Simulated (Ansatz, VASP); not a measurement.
# NaGeF3: VASP beside Ansatz, part 3 of 3

Wanted: the spread between two codes on one cell, functional and k mesh. The cell is generated by rule, not measured, and may not be a known phase. The cell is taken from a series of runs on this material, whose earlier steps may have relaxed, scaled, displaced or heated it; both programs get it as it stands.

VASP 6.6.1 and Ansatz 0.2.0.

So far: The structure; Ansatz: zone-centre phonons, PBEsol; VASP: zone-centre phonons, PBEsol.

## 3. VASP: zone-centre phonons, PBEsol (continued)

Level of this step: PBEsol; plane waves and PAW (Na_pv, Ge_d, F); invented cell (VASP).

Numbers of over 12 decimals in the logs are rounded to 6 here.

Parts of OUTCAR (step 3):

```text
ion  position               nearest neighbor table
   1  0.978  0.978  0.978-
   2  0.483  0.483  0.483-   5 1.87   4 1.87   3 1.87
   3  0.552  0.918  0.552-   2 1.87
   4  0.918  0.552  0.552-   2 1.87
   5  0.552  0.552  0.918-   2 1.87

  LATTYP: Found a trigonal (rhomboedric) cell.
 ALAT       =     4.5191911825
 COS(alpha) =    -0.2058473349

 Subroutine GETGRP returns: Found  6 space group operations
 (whereof  6 operations were pure point group operations)

The static configuration has the point symmetry C_3v.

 Found     32 irreducible k-points:

   k-points           NKPTS =     32   k-points in BZ     NKDIM =     32   number of bands    NBANDS=     27

   dimension x,y,z NGX =    36 NGY =   36 NGZ =   36
   dimension x,y,z NGXF=    72 NGYF=   72 NGZF=   72

   ENCUT  =  600.0 eV  44.10 Ry    6.64 a.u.   9.03  9.03  9.03*2*pi/ulx,y,z

   NELECT =      42.0000    total number of electrons

 k-points in reciprocal lattice and weights: Automatic mesh
   0.00000000  0.00000000  0.00000000       0.005
   0.16666667 -0.00000000  0.00000000       0.028
   0.33333333 -0.00000000  0.00000000       0.028
   0.50000000 -0.00000000  0.00000000       0.014
   0.16666667  0.16666667  0.00000000       0.028
   0.33333333  0.16666667  0.00000000       0.056
   0.50000000  0.16666667  0.00000000       0.056
  -0.33333333  0.16666667 -0.00000000       0.056
  -0.16666667  0.16666667  0.00000000       0.028
[...]
-0.33333333  0.50000000  0.33333333       0.028
   0.50000000  0.50000000  0.50000000       0.005

 average (electrostatic) potential at core
       1 -48.2594       2 -77.8005       3 -78.6158       4 -78.6158       5 -78.6158

  Total       -0.0498748     -0.0498748      0.0432428      0.0000000      0.0000000      0.0000000
  in kB       -0.9360854     -0.9360854      0.8116121      0.0000000      0.0000000      0.0000000
  external PRESSURE =      -0.3535196 kB  Pullay stress =       0.0000000 kB

  energy-cutoff  :      600.00
  volume of cell :       85.36
      direct lattice vectors                 reciprocal lattice vectors
     3.509068778  2.025961803  2.001250616     0.142487945  0.082265454  0.166562514
    -3.509068778  2.025961803  2.001250616    -0.142487945  0.082265454  0.166562514
     0.000000000 -4.051923607  2.001250616     0.000000000 -0.164530907  0.166562514

[...]
2    -0.53197    -0.88653    -0.43510
    3    -0.53703    -0.31005    -1.16466
 ion    5
    1    -0.57940     0.00000     0.00000
    2     0.00000    -1.80793     0.87020
    3     0.00000     0.62011    -1.16466

 Eigenvectors and eigenvalues of the dynamical matrix
 ----------------------------------------------------

   1 f  =   14.143943 THz    88.869013 2PiTHz  471.791147 cm-1    58.494621 meV
             X         Y         Z           dx          dy          dz
      0.000000  0.000000  5.874111    -0.000000   -0.000000   -0.092092
      0.000000  0.000000  2.901981     0.000000    0.000000    0.471502
     -1.285463  0.742162  4.046800     0.368906   -0.212988   -0.273763
      1.285463  0.742162  4.046800    -0.368906   -0.212988   -0.273763
      0.000000 -1.484325  4.046800    -0.000000    0.425976   -0.273763

   2 f  =   11.818072 THz    74.255135 2PiTHz  394.208444 cm-1    48.875596 meV
             X         Y         Z           dx          dy          dz
      0.000000  0.000000  5.874111     0.032586    0.000003    0.000000
      0.000000  0.000000  2.901981     0.394066    0.000042   -0.000000
     -1.285463  0.742162  4.046800    -0.443021    0.301783    0.362299
      1.285463  0.742162  4.046800    -0.443085   -0.301803   -0.362344
      0.000000 -1.484325  4.046800     0.079667   -0.000065    0.000044

   3 f  =   11.818072 THz    74.255135 2PiTHz  394.208444 cm-1    48.875596 meV
             X         Y         Z           dx          dy          dz
      0.000000  0.000000  5.874111     0.000003   -0.032586    0.000000
      0.000000  0.000000  2.901981     0.000042   -0.394066    0.000000
     -1.285463  0.742162  4.046800    -0.301840    0.094605    0.209225
      1.285463  0.742162  4.046800     0.301746    0.094541    0.209148
      0.000000 -1.484325  4.046800     0.000008    0.617293   -0.418373

   4 f  =    9.239150 THz    58.051289 2PiTHz  308.184855 cm-1    38.210035 meV
             X         Y         Z           dx          dy          dz
      0.000000  0.000000  5.874111    -0.000000   -0.000000   -0.081392
      0.000000  0.000000  2.901981    -0.000000    0.000000    0.511380
     -1.285463  0.742162  4.046800    -0.337429    0.194814   -0.303553
      1.285463  0.742162  4.046800     0.337429    0.194814   -0.303553
      0.000000 -1.484325  4.046800     0.000000   -0.389629   -0.303553

   5 f  =    6.533658 THz    41.052181 2PiTHz  217.939356 cm-1    27.021024 meV
             X         Y         Z           dx          dy          dz
      0.000000  0.000000  5.874111    -0.000000    0.000000    0.913401
      0.000000  0.000000  2.901981     0.000000   -0.000000   -0.200059
     -1.285463  0.742162  4.046800     0.007104   -0.004102   -0.204510
      1.285463  0.742162  4.046800    -0.007104   -0.004102   -0.204510
      0.000000 -1.484325  4.046800    -0.000000    0.008203   -0.204510

   6 f  =    6.459301 THz    40.584985 2PiTHz  215.459087 cm-1    26.713510 meV
             X         Y         Z           dx          dy          dz
      0.000000  0.000000  5.874111     0.086061    0.000026    0.000000
      0.000000  0.000000  2.901981    -0.382332   -0.000116    0.000000
     -1.285463  0.742162  4.046800    -0.012664    0.393321   -0.212518
      1.285463  0.742162  4.046800    -0.012903   -0.393052    0.212592
      0.000000 -1.484325  4.046800     0.668235   -0.000073   -0.000075

   7 f  =    6.459301 THz    40.584985 2PiTHz  215.459087 cm-1    26.713510 meV
             X         Y         Z           dx          dy          dz
      0.000000  0.000000  5.874111    -0.000026    0.086061   -0.000000
      0.000000  0.000000  2.901981     0.000116   -0.382332    0.000000
     -1.285463  0.742162  4.046800     0.393190    0.441109    0.122783
      1.285463  0.742162  4.046800    -0.393183    0.441349    0.122654
      0.000000 -1.484325  4.046800    -0.000203   -0.239790   -0.245437

   8 f  =    4.628714 THz    29.083066 2PiTHz  154.397271 cm-1    19.142813 meV
             X         Y         Z           dx          dy          dz
      0.000000  0.000000  5.874111     0.094018    0.000083   -0.000000
      0.000000  0.000000  2.901981     0.362682    0.000321   -0.000000
     -1.285463  0.742162  4.046800    -0.290323    0.039370   -0.564813
      1.285463  0.742162  4.046800    -0.290393   -0.039803    0.565390
      0.000000 -1.484325  4.046800    -0.221793   -0.000277   -0.000577

   9 f  =    4.628714 THz    29.083066 2PiTHz  154.397271 cm-1    19.142813 meV
             X         Y         Z           dx          dy          dz
      0.000000  0.000000  5.874111     0.000083   -0.094018    0.000000
      0.000000  0.000000  2.901981     0.000321   -0.362682    0.000000
     -1.285463  0.742162  4.046800    -0.039843    0.244683   -0.326761
      1.285463  0.742162  4.046800     0.039330    0.244613   -0.325762
      0.000000 -1.484325  4.046800    -0.000196    0.313213    0.652523

  10 f  =    2.883472 THz    18.117386 2PiTHz   96.182256 cm-1    11.925075 meV
             X         Y         Z           dx          dy          dz
      0.000000  0.000000  5.874111    -0.000000    0.000000    0.000000
      0.000000  0.000000  2.901981     0.000000   -0.000000    0.000000
     -1.285463  0.742162  4.046800    -0.288675   -0.500000    0.000000
      1.285463  0.742162  4.046800    -0.288675    0.500000   -0.000000
      0.000000 -1.484325  4.046800     0.577350   -0.000000    0.000000

  11 f  =    1.341435 THz     8.428483 2PiTHz   44.745448 cm-1     5.547726 meV
             X         Y         Z           dx          dy          dz
      0.000000  0.000000  5.874111     0.906117   -0.001314    0.000000
      0.000000  0.000000  2.901981    -0.318280    0.000462   -0.000000
     -1.285463  0.742162  4.046800    -0.108906   -0.052272    0.064851
      1.285463  0.742162  4.046800    -0.109059    0.052765   -0.064743
      0.000000 -1.484325  4.046800    -0.199947    0.000114   -0.000109

  12 f  =    1.341435 THz     8.428483 2PiTHz   44.745448 cm-1     5.547726 meV
             X         Y         Z           dx          dy          dz
      0.000000  0.000000  5.874111     0.001314    0.906117   -0.000000
      0.000000  0.000000  2.901981    -0.000462   -0.318280    0.000000
     -1.285463  0.742162  4.046800    -0.052677   -0.169702   -0.037316
      1.285463  0.742162  4.046800     0.052360   -0.169549   -0.037504
      0.000000 -1.484325  4.046800    -0.000290   -0.078661    0.074821

  13 f/i=    0.004342 THz     0.027284 2PiTHz    0.144844 cm-1     0.017958 meV
             X         Y         Z           dx          dy          dz
      0.000000  0.000000  5.874111     0.000000    0.000000    0.388062
      0.000000  0.000000  2.901981     0.000000    0.000000    0.690038
     -1.285463  0.742162  4.046800     0.000052   -0.000030    0.352730
      1.285463  0.742162  4.046800    -0.000052   -0.000030    0.352730
      0.000000 -1.484325  4.046800     0.000000    0.000060    0.352730

  14 f/i=    0.034900 THz     0.219283 2PiTHz    1.164140 cm-1     0.144335 meV
             X         Y         Z           dx          dy          dz
      0.000000  0.000000  5.874111     0.128365   -0.381004    0.000000
      0.000000  0.000000  2.901981     0.217881   -0.646701    0.000000
     -1.285463  0.742162  4.046800     0.111983   -0.334109    0.001944
      1.285463  0.742162  4.046800     0.112896   -0.334416    0.000511
      0.000000 -1.484325  4.046800     0.112706   -0.333472   -0.002455

  15 f/i=    0.034900 THz     0.219283 2PiTHz    1.164140 cm-1     0.144335 meV
             X         Y         Z           dx          dy          dz
      0.000000  0.000000  5.874111    -0.381004   -0.128365    0.000000
      0.000000  0.000000  2.901981    -0.646701   -0.217881    0.000000
     -1.285463  0.742162  4.046800    -0.333889   -0.113073   -0.001713
      1.285463  0.742162  4.046800    -0.333582   -0.112160    0.002540
      0.000000 -1.484325  4.046800    -0.334526   -0.112350   -0.000827

 MACROSCOPIC STATIC DIELECTRIC TENSOR IONIC CONTRIBUTION
 ------------------------------------------------------
          14.692137     0.000000     0.000000
           0.000000    14.692137    -0.000000
           0.000000    -0.000000     2.411350
 ------------------------------------------------------

 ELASTIC MODULI CONTR FROM IONIC RELAXATION (kBar)
 Direction    XX          YY          ZZ          XY          YZ          ZX
 --------------------------------------------------------------------------------
 XX        -654.9066   -198.5554   -279.0858     -0.0000    -99.1628      0.0000
 YY        -198.5554   -654.9066   -279.0858     -0.0000     99.1628      0.0000
 ZZ        -279.0858   -279.0858   -449.2139      0.0000      0.0000      0.0000
 XY           0.0000      0.0000      0.0000   -228.2579     -0.0000    -99.3634
 YZ         -99.1628     99.1628      0.0000     -0.0000   -302.5692      0.0000
 ZX           0.0000      0.0000      0.0000    -99.3634      0.0000   -314.5253
 --------------------------------------------------------------------------------

 PIEZOELECTRIC TENSOR IONIC CONTR  for field in x, y, z        (C/m^2)
          XX          YY          ZZ          XY          YZ          ZX
  --------------------------------------------------------------------------------
  x    -0.00000    -0.00000    -0.00000    -0.25695    -0.00000    -0.56137
  y    -0.25695     0.25695     0.00000    -0.00000    -0.68547    -0.00000
  z     0.38907     0.38907     0.19581     0.00000     0.00000    -0.00000
```

## 4. Differences

Known differences besides the potentials themselves: fixed occupations in Ansatz, narrow Gaussian smearing in VASP; the data sets hold 44 valence electrons in Ansatz (on its PAW soft_1 files) and 42 in VASP; the cutoff is 420 eV in Ansatz and 600 eV in VASP; Ansatz makes its cores anew for this functional, VASP keeps those of its PBE data sets; VASP's log repeats an internal error in its field response. Total energies have different zeros and are not compared.

Both answers:

| quantity | Ansatz | VASP | difference |
| --- | --- | --- | --- |
| ε∞ xx | 2.43 | 2.43 | +0.15 % |
| ε∞ yy | 2.43 | 2.43 | +0.15 % |
| ε∞ zz | 2.37 | 2.36 | +0.27 % |
| Born charge of Na1 (mean of the diagonal) (e) | 1.10 | 1.10 | 0.00 |
| Born charge of Ge2 (mean of the diagonal) (e) | 2.46 | 2.45 | 0.00 |
| Born charge of F3 (mean of the diagonal) (e) | -1.19 | -1.18 | 0.00 |

Zone-centre modes by rising frequency (cm⁻¹; imaginary ones negative):

| program | modes |
| --- | --- |
| Ansatz | 0.0, 0.0, 0.0, 42.5, 42.5, 100.0, 154.1, 154.1, 214.1, 216.4, 216.4, 308.3, 390.1, 390.1, 468.9 |
| VASP | -1.2, -1.2, -0.1, 44.7, 44.7, 96.2, 154.4, 154.4, 215.5, 215.5, 217.9, 308.2, 394.2, 394.2, 471.8 |

The two lists differ in the order or number of single and degenerate modes, so they aren't paired one by one; the r.m.s. figure in the results sets the two lists side by side in order.

## 5. Outcome

```
r.m.s. difference of the optical zone-centre modes, each program's sorted by frequency (zone-centre phonons, PBEsol) : 2.4 cm⁻¹
```

What this shows: The r.m.s. difference of the optical zone-centre modes, each program's sorted by frequency is 2.4 cm⁻¹ (zone-centre phonons, PBEsol). The data sets hold unlike numbers of valence electrons (44 in Ansatz and 42 in VASP), so part of the differences comes from the potentials. Such differences can come from data sets, numerical settings and the points named under the comparisons, not from the functional's error against experiment.

[Lines on the potential files, build, host, timing and source positions are cut from VASP's logs without a mark.]

[Logs are printed without paths, hosts, clocks, repeated set-up lines and the standing remarks that a program may print on its own settings, such as how far it seeks lower states.]

[Hosts, paths, dates, database ids (printed as entryN), source tags and the programs' standing remarks are cut or masked in the printed files.]
